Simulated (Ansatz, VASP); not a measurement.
## Two plane-wave programs on AlH2F

```
Al H F
1.0
     2.77751    0.00000    0.00000
    -1.38876    2.40540    0.00000
     0.00000    0.00000   12.43291
Al H F
2 4 2
Direct
  0.33333 0.66667 0.75000
  0.66667 0.33333 0.25000
  0.33333 0.66667 0.08401
  0.66667 0.33333 0.58401
  0.66667 0.33333 0.91599
  0.33333 0.66667 0.41599
  0.00000 0.00000 0.00000
  0.00000 0.00000 0.50000
```

Change from the starting cell: species swapped into the Ti2AlC type (P6_3/mmc, No. 194).

Alike in both runs: task single point; functional PBE; k mesh 6 × 6 × 2; occupations gaussian, width 0.1 eV; no spin polarisation.

|  | VASP | Ansatz |
| --- | --- | --- |
| version | VASP 6.6.1 | Ansatz 0.2.0 |
| potentials or method | VASP PAW PBE potentials, release 64 (Al, H, F) | scalar-relativistic, plane waves, PAW |
| plane-wave cutoff (eV) | 520 | 420 |
| valence electrons in the cell | 24 | 24 |

```csv
,VASP,Ansatz,Ansatz less VASP
gap on the k mesh at the Fermi level (eV),none,none,-
pressure (GPa),-12.8,-12.6,+0.24
largest component of the traceless stress (GPa),8.31,8.34,+0.021
rms of the force components (eV/Å),0.107,0.108,+0.0002
```

Atom by atom the forces differ by 0.000 eV/Å (rms over components). A gap of «none» marks a metal or a gap that the smearing closes.

Caveats: the k mesh is coarse (spacing up to 0.44 Å⁻¹), so the values aren't converged.
